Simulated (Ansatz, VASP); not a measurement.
# PtSe2: VASP beside Ansatz, part 2 of 2

Wanted: the spread between two codes on one cell, functional and k mesh. The cell is taken from a series of runs on this material, whose earlier steps may have relaxed, scaled, displaced or heated it; both programs get it as it stands.

VASP 6.6.1 and Ansatz 0.2.0.

So far: The starting structure; Ansatz: dielectric response, PBE.

## (3) VASP: dielectric response, PBE

Level of this step: PBE; plane waves and PAW (Pt, Se) (VASP).

The same cell, functional and mesh now go to VASP, with its own data sets.

Lines of VASP's logs that name or quote its potential files are left out, and so is its time.

The input, INCAR:

```
SYSTEM = PtSe2
PREC = Accurate
ENCUT = 400
EDIFF = 1E-08
NELM = 120
ISMEAR = 0
SIGMA = 0.01
LREAL = .FALSE.
ALGO = Normal
GGA = PE
NBANDS = 17
LASPH = .TRUE.
LORBIT = 11
LWAVE = .FALSE.
LCHARG = .FALSE.
ISIF = 2
LEPSILON = .TRUE.
GGA_COMPAT = .FALSE.
KPAR = 2
```

The input, POSCAR:

```
PtSe2
1.0
    3.7173065480      0.0000000000      0.0000000000
   -1.8586532740      3.2192819042      0.0000000000
    0.0000000000      0.0000000000      5.8200740200
Pt Se
1 2
Direct
    0.0000000000      0.0000000000      0.0000000000
    0.6666666667      0.3333333333      0.7746118400
    0.3333333333      0.6666666667      0.2253881600
```

The input, KPOINTS:

```
Automatic mesh
0
Gamma
6 6 4
0 0 0
```

PAW data sets: Pt and Se (PBE family, release 64).

On the command line:

```sh
> mpirun -np 2 vasp_std
```

Numbers of over 12 decimals in the logs are rounded to 6 here.

The program printed:

```text
[banner, memory and clock lines left out]
running    2 mpi-ranks, on    1 nodes
 distrk:  each k-point on    1 cores,    2 groups
 distr:  one band on    1 cores,    1 groups

 POSCAR found type information on POSCAR PtSe
 POSCAR found :  2 types and       3 ions
 LDA part: xc-table for (Slater+PW92), standard interpolation
 POSCAR, INCAR and KPOINTS ok, starting setup
 FFT: planning ... GRIDC
 FFT: planning ... GRID_SOFT
 FFT: planning ... GRID
 WAVECAR not read
 entering main loop
       N       E                     dE             d eps       ncg     rms          rms(c)
DAV:   1     0.943368567128E+02    0.94337E+02   -0.84593E+03   848   0.894E+02
DAV:   2    -0.109677445690E+02   -0.10530E+03   -0.10223E+03  1068   0.194E+02
DAV:   3    -0.150834549030E+02   -0.41157E+01   -0.40990E+01   948   0.397E+01
DAV:   4    -0.151170523998E+02   -0.33597E-01   -0.33581E-01  1049   0.387E+00
DAV:   5    -0.151175012383E+02   -0.44884E-03   -0.44882E-03  1017   0.426E-01    0.124E+01
DAV:   6    -0.144945528229E+02    0.62295E+00   -0.44810E+00   833   0.198E+01    0.706E+00
DAV:   7    -0.142982317130E+02    0.19632E+00   -0.87420E-01   833   0.917E+00    0.366E+00
DAV:   8    -0.142825184168E+02    0.15713E-01   -0.53888E-02   918   0.164E+00    0.782E-01
DAV:   9    -0.142797933351E+02    0.27251E-02   -0.90360E-03   914   0.949E-01    0.187E-01
DAV:  10    -0.142800835929E+02   -0.29026E-03   -0.15482E-03   956   0.247E-01    0.500E-02
DAV:  11    -0.142800873262E+02   -0.37333E-05   -0.67236E-05  1053   0.686E-02    0.299E-02
DAV:  12    -0.142800918699E+02   -0.45437E-05   -0.16023E-05   888   0.271E-02    0.530E-03
DAV:  13    -0.142800923412E+02   -0.47133E-06   -0.21691E-06  1078   0.977E-03    0.185E-03
DAV:  14    -0.142800925575E+02   -0.21629E-06   -0.22088E-07   897   0.312E-03    0.884E-04
DAV:  15    -0.142800926589E+02   -0.10135E-06   -0.26784E-08   979   0.101E-03    0.242E-04
DAV:  16    -0.142800926727E+02   -0.13839E-07   -0.35156E-09   697   0.491E-04    0.845E-05
DAV:  17    -0.142800926723E+02    0.38040E-09   -0.66773E-10   487   0.163E-04
   1 F= -.14280093E+02 E0= -.14280093E+02  d E =-.526034E-13
 Linear response reoptimize wavefunctions to high precision
DAV:   1    -0.142800926693E+02    0.30514E-08   -0.94941E-11   689   0.620E-05
DAV:   2    -0.142800926693E+02   -0.39563E-10   -0.86315E-12   433   0.196E-05
 Linear response G [H, r] |phi>, progress :
  Direction:   1
       N       E                     dE             d eps       ncg     rms
RMM:   1    -0.118937750909E+03   -0.11894E+03   -0.56393E+01  2119   0.806E+01
RMM:   2    -0.101991137393E+03    0.16947E+02   -0.10030E+01  1350   0.185E+01
RMM:   3    -0.102077556955E+03   -0.86420E-01   -0.19160E-01  1391   0.218E+00
RMM:   4    -0.102080602958E+03   -0.30460E-02   -0.35009E-03  1437   0.328E-01
RMM:   5    -0.102080640963E+03   -0.38004E-04    0.20150E-05  1438   0.613E-02
RMM:   6    -0.102080639299E+03    0.16638E-05    0.17525E-04  1453   0.133E-02
RMM:   7    -0.102080639440E+03   -0.14084E-06    0.17730E-04  1456   0.469E-03
RMM:   8    -0.102080639333E+03    0.10646E-06    0.17775E-04  1422   0.303E-03
RMM:   9    -0.102080639237E+03    0.96456E-07    0.22970E-04  1237   0.270E-03
RMM:  10    -0.102080638697E+03    0.53975E-06    0.26295E-04   962   0.264E-03
RMM:  11    -0.102080637914E+03    0.78272E-06    0.19351E-04   881   0.265E-03
RMM:  12    -0.102080636949E+03    0.96576E-06    0.10196E-04   823   0.265E-03
 Linear response G [H, r] |phi>, progress :
  Direction:   2
       N       E                     dE             d eps       ncg     rms
RMM:   1    -0.123647072265E+03   -0.12365E+03   -0.97599E+01  2113   0.811E+01
RMM:   2    -0.999836666855E+02    0.23663E+02   -0.10712E+01  1328   0.189E+01
RMM:   3    -0.100063213879E+03   -0.79547E-01   -0.20046E-01  1391   0.222E+00
RMM:   4    -0.100065848634E+03   -0.26348E-02   -0.38007E-03  1428   0.329E-01
RMM:   5    -0.100065892470E+03   -0.43836E-04   -0.22258E-04  1430   0.609E-02
RMM:   6    -0.100065896344E+03   -0.38739E-05   -0.11694E-04  1447   0.131E-02
RMM:   7    -0.100065896656E+03   -0.31226E-06   -0.99720E-05  1448   0.450E-03
RMM:   8    -0.100065896722E+03   -0.66350E-07   -0.56457E-05  1425   0.284E-03
RMM:   9    -0.100065896806E+03   -0.83102E-07   -0.11271E-04  1211   0.251E-03
RMM:  10    -0.100065895339E+03    0.14670E-05   -0.89977E-05   950   0.246E-03
RMM:  11    -0.100065895416E+03   -0.77199E-07   -0.11258E-05   846   0.247E-03
RMM:  12    -0.100065895836E+03   -0.42069E-06    0.52083E-05   819   0.246E-03
 Linear response G [H, r] |phi>, progress :
  Direction:   3
       N       E                     dE             d eps       ncg     rms
RMM:   1    -0.100207406582E+03   -0.10021E+03    0.15095E+02  1925   0.790E+01
RMM:   2    -0.100971346582E+03   -0.76394E+00   -0.67764E+00  1320   0.158E+01
RMM:   3    -0.101067277715E+03   -0.95931E-01   -0.14946E-01  1394   0.190E+00
RMM:   4    -0.101069907582E+03   -0.26299E-02   -0.28862E-03  1445   0.289E-01
RMM:   5    -0.101069944835E+03   -0.37253E-04   -0.12347E-04  1452   0.551E-02
RMM:   6    -0.101069946787E+03   -0.19521E-05   -0.16565E-05  1471   0.120E-02
RMM:   7    -0.101069946823E+03   -0.35620E-07   -0.13129E-05  1467   0.425E-03
RMM:   8    -0.101069946403E+03    0.41978E-06    0.14884E-05  1408   0.276E-03
[...]
dielectric tensor                  component  1 :    26.247     0.272     0.285
 Linear response to external field (no local field effect), progress :
  Direction:   2
       N       E                     dE             d eps       ncg     rms          rms(c)
RMM:   1    -0.308430131885E+01   -0.30843E+01   -0.20686E+01  1744   0.619E+00
RMM:   2    -0.330784012249E+01   -0.22354E+00   -0.71262E-02  1348   0.114E+00
RMM:   3    -0.330902083592E+01   -0.11807E-02   -0.14687E-03  1379   0.137E-01
RMM:   4    -0.330905419476E+01   -0.33359E-04   -0.33113E-05  1410   0.229E-02
RMM:   5    -0.330905472606E+01   -0.53130E-06   -0.16734E-06  1423   0.427E-03
RMM:   6    -0.330905474217E+01   -0.16105E-07   -0.19799E-07  1405   0.923E-04
RMM:   7    -0.330905473940E+01    0.27679E-08    0.36250E-08  1136   0.307E-04
 change of polarisation eV/A/(eV/A) component  2 :     0.105     6.618    -0.535
 dielectric tensor                  component  2 :     0.272    18.194    -1.391
 Linear response to external field (no local field effect), progress :
  Direction:   3
       N       E                     dE             d eps       ncg     rms          rms(c)
RMM:   1    -0.234068791978E+01   -0.23407E+01   -0.14976E+01  1723   0.567E+00
RMM:   2    -0.260929481507E+01   -0.26861E+00   -0.47527E-02  1345   0.104E+00
RMM:   3    -0.261010811162E+01   -0.81330E-03   -0.99586E-04  1381   0.123E-01
RMM:   4    -0.261013137596E+01   -0.23264E-04   -0.22506E-05  1407   0.205E-02
RMM:   5    -0.261013175213E+01   -0.37617E-06   -0.89928E-07  1394   0.380E-03
RMM:   6    -0.261013176251E+01   -0.10382E-07   -0.25477E-08  1382   0.828E-04
RMM:   7    -0.261013176346E+01   -0.94968E-09    0.76414E-08  1128   0.283E-04
 change of polarisation eV/A/(eV/A) component  3 :     0.110    -0.535     5.220
 dielectric tensor                  component  3 :     0.285    -1.391    14.563
 Linear response to external field, progress :
  Direction:   1
       N       E                     dE             d eps       ncg     rms          rms(c)
RMM:   1    -0.385405520647E+01   -0.38541E+01   -0.27464E+01  3409   0.624E+00
RMM:   2    -0.408270273732E+01   -0.22865E+00   -0.74045E-02  2642   0.110E+00    0.367E+00
RMM:   3    -0.393058528215E+01    0.15212E+00   -0.12140E-01  2680   0.189E+00    0.197E+00
RMM:   4    -0.409007378164E+01   -0.15949E+00   -0.12390E-01  2645   0.198E+00    0.249E-01
RMM:   5    -0.412912167828E+01   -0.39048E-01   -0.47392E-03  2710   0.413E-01    0.542E-02
RMM:   6    -0.413056722000E+01   -0.14455E-02   -0.71803E-05  2695   0.600E-02    0.371E-02
RMM:   7    -0.413300630685E+01   -0.24391E-02   -0.45402E-05  2719   0.400E-02    0.139E-02
RMM:   8    -0.413516433767E+01   -0.21580E-02   -0.45071E-06  2703   0.227E-02    0.218E-03
RMM:   9    -0.413531218706E+01   -0.14785E-03    0.12574E-05  2800   0.344E-03    0.110E-03
RMM:  10    -0.413531611524E+01   -0.39282E-05    0.62300E-06  2648   0.208E-03    0.221E-04
RMM:  11    -0.413531864227E+01   -0.25270E-05    0.19407E-06  2812   0.435E-04    0.876E-05
RMM:  12    -0.413532192401E+01   -0.32817E-05    0.37138E-06  2453   0.290E-04    0.170E-05
RMM:  13    -0.413532150985E+01    0.41415E-06    0.31843E-06  1687   0.184E-04    0.563E-06
 change of polarisation eV/A/(eV/A) component  1 :     7.602     0.008     0.373
 dielectric tensor                  component  1 :    20.750     0.020     0.968
 Linear response to external field, progress :
  Direction:   2
       N       E                     dE             d eps       ncg     rms          rms(c)
RMM:   1    -0.384005936966E+01   -0.38401E+01   -0.27324E+01  3407   0.628E+00
RMM:   2    -0.408263982422E+01   -0.24258E+00   -0.77388E-02  2644   0.113E+00    0.367E+00
RMM:   3    -0.393055551808E+01    0.15208E+00   -0.12144E-01  2686   0.189E+00    0.197E+00
RMM:   4    -0.409000208599E+01   -0.15945E+00   -0.12350E-01  2655   0.198E+00    0.250E-01
RMM:   5    -0.412920377410E+01   -0.39202E-01   -0.47630E-03  2714   0.414E-01    0.543E-02
RMM:   6    -0.413056035689E+01   -0.13566E-02   -0.63062E-05  2717   0.598E-02    0.370E-02
RMM:   7    -0.413307348871E+01   -0.25131E-02   -0.57772E-05  2725   0.405E-02    0.135E-02
RMM:   8    -0.413516204475E+01   -0.20886E-02   -0.18226E-05  2704   0.220E-02    0.219E-03
RMM:   9    -0.413530917405E+01   -0.14713E-03   -0.15758E-05  2814   0.341E-03    0.110E-03
RMM:  10    -0.413531393304E+01   -0.47590E-05    0.44558E-07  2657   0.209E-03    0.217E-04
RMM:  11    -0.413531672245E+01   -0.27894E-05   -0.12778E-06  2855   0.432E-04    0.967E-05
RMM:  12    -0.413531975393E+01   -0.30315E-05    0.28188E-06  2448   0.288E-04    0.158E-05
RMM:  13    -0.413531979053E+01   -0.36600E-07    0.28062E-06  1751   0.188E-04    0.875E-06
 change of polarisation eV/A/(eV/A) component  2 :     0.003     7.602     0.000
 dielectric tensor                  component  2 :     0.009    20.750     0.000
 Linear response to external field, progress :
  Direction:   3
       N       E                     dE             d eps       ncg     rms          rms(c)
RMM:   1    -0.234068791981E+01   -0.23407E+01   -0.14976E+01  1723   0.567E+00
RMM:   2    -0.260929670843E+01   -0.26861E+00   -0.47546E-02  1345   0.104E+00    0.405E+00
RMM:   3    -0.174798951028E+01    0.86131E+00   -0.17954E+00  1381   0.533E+00    0.149E+00
RMM:   4    -0.169720750853E+01    0.50782E-01   -0.90966E-02  1304   0.139E+00    0.645E-01
RMM:   5    -0.173524511467E+01   -0.38038E-01   -0.20982E-02  1329   0.733E-01    0.178E-01
RMM:   6    -0.174760751654E+01   -0.12362E-01   -0.40120E-04  1369   0.146E-01    0.868E-02
RMM:   7    -0.175421382804E+01   -0.66063E-02   -0.45127E-04  1326   0.971E-02    0.176E-02
RMM:   8    -0.175416390723E+01    0.49921E-04    0.24938E-04  1373   0.170E-02    0.845E-03
RMM:   9    -0.175481474468E+01   -0.65084E-03   -0.26347E-04  1316   0.135E-02    0.182E-03
RMM:  10    -0.175486646490E+01   -0.51720E-04    0.13099E-04  1408   0.287E-03    0.115E-03
RMM:  11    -0.175488345652E+01   -0.16992E-04   -0.22968E-05  1365   0.140E-03    0.351E-04
RMM:  12    -0.175488502165E+01   -0.15651E-05   -0.41399E-06  1380   0.533E-04    0.786E-05
RMM:  13    -0.175488522467E+01   -0.20302E-06   -0.59629E-06  1230   0.284E-04    0.344E-05
RMM:  14    -0.175488365204E+01    0.15726E-05    0.43517E-06   851   0.145E-04    0.953E-06
 change of polarisation eV/A/(eV/A) component  3 :    -0.020    -0.446     3.312
 dielectric tensor                  component  3 :    -0.053    -1.158     9.604
 Born effective charges drift removed
```

Parts of OUTCAR (step 3):

```text
ion  position               nearest neighbor table
   1  0.000  0.000  0.000-   2 2.52   3 2.52   3 2.52   2 2.52   2 2.52   3 2.52
   2  0.667  0.333  0.775-   1 2.52   1 2.52   1 2.52
   3  0.333  0.667  0.225-   1 2.52   1 2.52   1 2.52

  LATTYP: Found a hexagonal cell.
 ALAT       =     3.7173065480
 C/A-ratio  =     1.5656696441

 Subroutine GETGRP returns: Found 12 space group operations
 (whereof 12 operations were pure point group operations)

The static configuration has the point symmetry D_3d.

 Found     24 irreducible k-points:

   k-points           NKPTS =     24   k-points in BZ     NKDIM =     24   number of bands    NBANDS=     17

   dimension x,y,z NGX =    24 NGY =   24 NGZ =   40
   dimension x,y,z NGXF=    48 NGYF=   48 NGZF=   80

   ENCUT  =  400.0 eV  29.40 Ry    5.42 a.u.   6.06  6.06  9.49*2*pi/ulx,y,z

   NELECT =      22.0000    total number of electrons

 k-points in reciprocal lattice and weights: Automatic mesh
   0.00000000  0.00000000  0.00000000       0.007
   0.16666667  0.00000000  0.00000000       0.042
   0.33333333  0.00000000  0.00000000       0.042
   0.50000000 -0.00000000  0.00000000       0.021
   0.16666667  0.16666667  0.00000000       0.042
   0.33333333  0.16666667  0.00000000       0.083
   0.33333333  0.33333333  0.00000000       0.014
   0.00000000  0.00000000  0.25000000       0.014
   0.16666667  0.00000000  0.25000000       0.042
[...]
0.33333333  0.16666667  0.50000000       0.083
   0.33333333  0.33333333  0.50000000       0.014

 average (electrostatic) potential at core
       1 -70.1186       2 -54.0853       3 -54.0853

  Total        1.2313326      1.2313326      0.5619716      0.0000000      0.0000000      0.0000000
  in kB       28.3250093     28.3250093     12.9273356      0.0000000      0.0000000      0.0000000
  external PRESSURE =      23.1924514 kB  Pullay stress =       0.0000000 kB

  energy-cutoff  :      400.00
  volume of cell :       69.65
      direct lattice vectors                 reciprocal lattice vectors
     3.717306548  0.000000000  0.000000000     0.269011981  0.155314140  0.000000000
    -1.858653274  3.219281904  0.000000000     0.000000000  0.310628280  0.000000000
     0.000000000  0.000000000  5.820074020     0.000000000  0.000000000  0.171819121

 POSITION                                       TOTAL-FORCE (eV/Angst)
 -----------------------------------------------------------------------------------
      0.00000      0.00000      0.00000         0.000000      0.000000      0.000000
      1.85865      1.07309      4.50830         0.000000      0.000000     -0.137196
     -0.00000      2.14619      1.31178        -0.000000     -0.000000      0.137196
 -----------------------------------------------------------------------------------
    total drift:                               -0.000000      0.000000     -0.000000

 MACROSCOPIC STATIC DIELECTRIC TENSOR (including local field effects in DFT)
 ------------------------------------------------------
          20.750146     0.000000     0.000000
           0.000000    20.750146    -0.000000
          -0.000000    -0.000000     9.604493
 ------------------------------------------------------

 PIEZOELECTRIC TENSOR (including local field effects)  for field in x, y, z        (C/m^2)
          XX          YY          ZZ          XY          YZ          ZX
  --------------------------------------------------------------------------------
  x     0.00000     0.00000     0.00000     0.00000     0.00000     0.00000
  y     0.00000     0.00000     0.00000     0.00000     0.00000     0.00000
  z     0.00000     0.00000     0.00000     0.00000     0.00000     0.00000

 BORN EFFECTIVE CHARGES (including local field effects) (in |e|, cummulative output)
 ---------------------------------------------------------------------------------
 ion    1
    1     2.60597     0.00000     0.00000
    2     0.00000     2.60597     0.00000
    3     0.00000     0.00000    -0.22040
 ion    2
    1    -1.30298     0.00000     0.00000
    2     0.00000    -1.30298    -0.00000
    3    -0.00000    -0.00000     0.11020
 ion    3
    1    -1.30298     0.00000     0.00000
    2     0.00000    -1.30298    -0.00000
    3     0.00000    -0.00000     0.11020
```

## (4) Differences

Known differences besides the potentials themselves: fixed occupations in Ansatz, narrow Gaussian smearing in VASP; VASP's response is taken on the typed mesh, Ansatz refines its own for the field response alone; the data sets hold 50 valence electrons in Ansatz (on its default PAW (the set named soft_2) files) and 22 in VASP; the cutoff is 420 eV in Ansatz and 400 eV in VASP. Total energies have different zeros and are not compared.

Compared:

| quantity | Ansatz | VASP | difference |
| --- | --- | --- | --- |
| ε∞ xx | 20.70 | 20.75 | -0.23 % |
| ε∞ yy | 20.70 | 20.75 | -0.23 % |
| ε∞ zz | 11.00 | 9.60 | +14.57 % |

## (5) Results

* difference in ε∞ zz (dielectric response, PBE): 15 %

**Reading.** The difference in ε∞ zz is 15 % (dielectric response, PBE), beyond the 5 % picked in this series as the mark of a large difference. The data sets hold unlike numbers of valence electrons (50 in Ansatz and 22 in VASP), so part of the differences comes from the potentials. Such differences can come from data sets, numerical settings and the points named under the comparisons, not from the functional's error against experiment.

[Lines on the potential files, build, host, timing and source positions are cut from VASP's logs without a mark.]

[Logs are printed without paths, hosts, clocks, repeated set-up lines and the standing remarks that a program may print on its own settings, such as how far it seeks lower states.]

[Hosts, paths, dates, database ids (printed as entryN), source tags and the programs' standing remarks are cut or masked in the printed files.]
